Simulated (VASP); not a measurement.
# Shielding tensors and field gradients of Al2O3, part 2 of 8

What are the shielding tensors of Al2O3? The cell has space group Pnnm, a computed entry that need not be the common form of this compound. The start is a computed cell from the Materials Project.

VASP 6.6.1, plane waves and PAW; the level of theory is named at each step.

So far. Step 2 (Relaxation): At r2SCAN, with these data sets, the largest force is down to 0.0094 eV/Å.

## Step 3: Ground state

This step: LDA; plane waves and PAW (Al, O) (VASP 6.6.1).

The next steps need an insulator, so the gap is checked first.

INCAR

```
SYSTEM = Al2O3
PREC = Accurate
ENCUT = 520
EDIFF = 1E-07
NELM = 100
ISMEAR = 0
SIGMA = 0.01
LREAL = .FALSE.
ALGO = Normal
GGA = CA
NBANDS = 34
LORBIT = 11
LWAVE = .FALSE.
LCHARG = .FALSE.
KPAR = 4
```

POSCAR

```
Al2O3
1.0
    4.6137770000      0.0000000000      0.0000000000
    0.0000000000      9.5632790000      0.0000000000
    0.0000000000      0.0000000000      3.1198620000
Al O
4 6
Direct
    0.0472582104      0.8266388528      0.0000000000
    0.9527417896      0.1733611472      0.0000000000
    0.5472582104      0.6733611472      0.5000000000
    0.4527417896      0.3266388528      0.5000000000
    0.5000000000      0.5000000000      0.5000000000
    0.2103891546      0.7682982375      0.5000000000
    0.2896108454      0.2682982375      0.0000000000
    0.7103891546      0.7317017625      0.0000000000
    0.0000000000      0.0000000000      0.0000000000
    0.7896108454      0.2317017625      0.5000000000
```

KPOINTS

```
Automatic mesh
0
Gamma
5 3 7
0 0 0
```

Potentials, in the order of the species: Al and O (PBE family, release 64).

The run is started by

```bash
mpirun -np 4 vasp_std
```

What it wrote:

```text
[banner, memory and clock lines left out]
running    4 mpi-ranks, on    1 nodes
 distrk:  each k-point on    1 cores,    4 groups
 distr:  one band on    1 cores,    1 groups

 POSCAR found type information on POSCAR AlO
 POSCAR found :  2 types and      10 ions
 [... a notice as in an earlier step ...]

 LDA part: xc-table for (Slater(with rela. corr.)+CA(PZ))
 , standard interpolation
 POSCAR, INCAR and KPOINTS ok, starting setup
 FFT: planning ... GRIDC
 FFT: planning ... GRID_SOFT
 FFT: planning ... GRID
 WAVECAR not read
 entering main loop
       N       E                     dE             d eps       ncg     rms          rms(c)
DAV:   1     0.252008850055E+03    0.25201E+03   -0.22954E+04  1632   0.126E+03
DAV:   2    -0.705617215041E+02   -0.32257E+03   -0.30802E+03  2176   0.276E+02
DAV:   3    -0.921507577938E+02   -0.21589E+02   -0.21464E+02  2064   0.766E+01
DAV:   4    -0.924073378076E+02   -0.25658E+00   -0.25637E+00  1976   0.940E+00
DAV:   5    -0.924114387894E+02   -0.41010E-02   -0.40997E-02  2004   0.118E+00    0.191E+01
DAV:   6    -0.812835189217E+02    0.11128E+02   -0.44375E+01  1838   0.341E+01    0.679E+00
DAV:   7    -0.810384499984E+02    0.24507E+00   -0.98433E-01  1834   0.545E+00    0.373E+00
DAV:   8    -0.808566672812E+02    0.18178E+00   -0.13781E-01  2020   0.258E+00    0.108E+00
DAV:   9    -0.808371112539E+02    0.19556E-01   -0.26676E-02  2072   0.124E+00    0.257E-01
DAV:  10    -0.808384609813E+02   -0.13497E-02   -0.42255E-03  1766   0.340E-01    0.192E-01
DAV:  11    -0.808390941721E+02   -0.63319E-03   -0.16650E-03  1808   0.245E-01    0.656E-02
DAV:  12    -0.808390473307E+02    0.46841E-04   -0.40777E-04  1992   0.132E-01    0.153E-02
DAV:  13    -0.808390607994E+02   -0.13469E-04   -0.74515E-05  1750   0.466E-02    0.994E-03
DAV:  14    -0.808390623635E+02   -0.15640E-05   -0.87323E-06  1880   0.173E-02    0.258E-03
DAV:  15    -0.808390624002E+02   -0.36702E-07   -0.34549E-07  1966   0.335E-03
   1 F= -.80839062E+02 E0= -.80839062E+02  d E =-.452077E-41
```

Wall time 22 s (4 MPI ranks of Intel Xeon 6975P-C (Granite Rapids), shared host); peak memory 0.87 GiB; 66 s of CPU time.

OUTCAR, selected parts (step 3):

```text
 Found     24 irreducible k-points:

   NELECT =      48.0000    total number of electrons

 E-fermi :   1.6166

 k-point     1 :       0.0000    0.0000    0.0000
  band No.  band energies     occupation
    ...
     20       0.0630      2.00000
     21       0.4128      2.00000
     22       1.1737      2.00000
     23       1.4481      2.00000
     24       1.5242      2.00000
     25       4.8517      0.00000
     26       6.3725      0.00000
     27       7.4515      0.00000
     28       7.9320      0.00000
     29       7.9495      0.00000
    ...

 k-point     2 :       0.2000    0.0000    0.0000
  band No.  band energies     occupation
    ...
     20      -0.2460      2.00000
     21       0.4286      2.00000
     22       1.0557      2.00000
     23       1.4591      2.00000
     24       1.5202      2.00000
     25       5.4358      0.00000
     26       6.7992      0.00000
     27       7.6084      0.00000
     28       8.0210      0.00000
     29       8.1931      0.00000
    ...

  Total       -1.7345401     -0.0459384     -8.4326666      0.0000000      0.0000000      0.0000000
  in kB      -20.1881315     -0.5346722    -98.1469265      0.0000000      0.0000000      0.0000000
  external PRESSURE =     -39.6232434 kB  Pullay stress =       0.0000000 kB

 POSITION                                       TOTAL-FORCE (eV/Angst)
 -----------------------------------------------------------------------------------
      0.21804      7.90538      0.00000         0.025146     -0.026601      0.000000
      4.39574      1.65790      0.00000        -0.025146      0.026601     -0.000000
      2.52493      6.43954      1.55993         0.025146      0.026601      0.000000
      2.08885      3.12374      1.55993        -0.025146     -0.026601     -0.000000
      2.30689      4.78164      1.55993        -0.000000     -0.000000      0.000000
      0.97069      7.34745      1.55993        -0.018975      0.003802     -0.000000
      1.33620      2.56581      0.00000         0.018975      0.003802      0.000000
      3.27758      6.99747      0.00000        -0.018975     -0.003802     -0.000000
      0.00000      0.00000      0.00000        -0.000000     -0.000000      0.000000
      3.64309      2.21583      1.55993         0.018975     -0.003802      0.000000
 -----------------------------------------------------------------------------------
    total drift:                               -0.000000      0.000000      0.000000

  FREE ENERGIE OF THE ION-ELECTRON SYSTEM (eV)
  ---------------------------------------------------
  free  energy   TOTEN  =       -80.8390624002 eV

  energy  without entropy=      -80.8390624002  energy(sigma->0) =      -80.83906240

 total charge
# of ion       s       p       d       tot
------------------------------------------
    1        0.340   0.443   0.000   0.784
    2        0.340   0.443   0.000   0.784
    3        0.340   0.443   0.000   0.784
    4        0.340   0.443   0.000   0.784
    5        1.536   3.610   0.000   5.146
    6        1.531   3.608   0.000   5.138
    7        1.531   3.608   0.000   5.138
    8        1.531   3.608   0.000   5.138
    9        1.536   3.610   0.000   5.146
   10        1.531   3.608   0.000   5.138
--------------------------------------------------
tot         10.557  23.424   0.000  33.981

[... 7 parts as in an earlier step ...]

[... 7 further parts left out ...]
```

The gap is read on the k-mesh alone, so it is an upper bound where the band edges lie off the mesh. The PAW data sets were made with PBE, though LDA sets exist; this is a small mismatch.

A gap read on the k-mesh alone can miss the band edges.

Numbers from this step:

* free energy (TOTEN): -80.8391 eV
* Fermi energy: 1.617 eV
* pressure: -3.962 GPa
* gap on the k-mesh: 3.328 eV
* least direct gap on the k-mesh: 3.328 eV

The cell has a gap of 3.33 eV on this mesh and a pressure of -4.0 GPa, which holds the misfit of the given cell and coordinates with this functional, and any error of cutoff, mesh and data sets.

(Continued in part 3 of 8.)

[Lines on the potential files, build, host, timing and source positions are cut from VASP's logs without a mark.]

[Logs are printed without paths, hosts, clocks, repeated set-up lines and the standing remarks that a program may print on its own settings, such as how far it seeks lower states.]

[Hosts, paths, dates, database ids (printed as entryN), source tags and the programs' standing remarks are cut or masked in the printed files.]
